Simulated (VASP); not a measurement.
Here is the system:

```xyz
4
Lattice="3.0253 0.0000 0.0000 -1.5126 2.6200 0.0000 0.0000 0.0000 9.4651" Properties=species:S:1:pos:R:3 pbc="T T T"
Ag     0.0000     0.0000     4.7326
Ag     1.5126     0.8733     2.4913
Ag     1.5126     0.8733     6.9738
Sn     0.0000     0.0000     0.0000
```

The numbers are results of PBEsol GGA, VASP's PBE PAW potentials (set 64) (plane waves; VASP), not measurements. Numerical set-up: 400 eV cut-off, 13×13×4 Γ-centred mesh, tetrahedra with Blöchl corrections, potentials Ag Sn_d.

Unless said otherwise, spin-orbit coupling is left out, though it shifts the bands of the heavy elements here.

Problem. What does the run give for the energy per atom (σ→0), band gap (on the k-mesh) with the smallest direct gap where there is one?

Solution. 
```json
{
  "band gap (on the k-mesh)": "none (metal, semimetal or under 0.01 eV)",
  "energy per atom (σ→0)": "-3.462 eV/atom"
}
```

Total energies compare only between runs with the same potentials, cut-off and functional.

The structure comes from a computed database's Ag3Sn entry (P-6m2); how it stands against other phases isn't given here. It was relaxed first, which changed the volume by -8 %. The electron count is odd and the run is not spin-polarised, which forces a metal.
